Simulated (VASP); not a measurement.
Data:

```xyz
5
Lattice="3.9836 0.0000 0.0000 0.0000 3.9836 0.0000 0.0000 0.0000 4.1483" Properties=species:S:1:pos:R:3 pbc="T T T"
Ba     0.0000     0.0000     0.0286
Ti     1.9918     1.9918     2.1797
O      1.9918     1.9918     4.0062
O      0.0000     1.9918     2.0035
O      1.9918     0.0000     2.0035
```

The numbers are results of PBE GGA with D4 dispersion, VASP's PBE PAW potentials (set 64) (plane waves; VASP 6.6.1), not measurements. Run with 520 eV cut-off, 6×6×6 Γ-centred mesh, Gaussian smearing of 0.050 eV, potentials Ba_sv Ti_sv O.

Unless said otherwise, spin-orbit coupling is left out, though it shifts the bands of the heavy elements here.

Problem. What does the run give for the energy per atom (σ→0), band gap (on the k-mesh) with the smallest direct gap where there is one?

Solution. 
| Item | Value |
|---|---|
| band gap (on the k-mesh) | 1.79 eV |
| smallest direct gap (on the k-mesh) | 2.30 eV |
| energy per atom (σ→0) | -792.8 kJ/mol of atoms |

Only differences to runs with the same potentials and settings are physical.

The compound is BaTiO3 in the tetragonal perovskite structure. It was relaxed first.
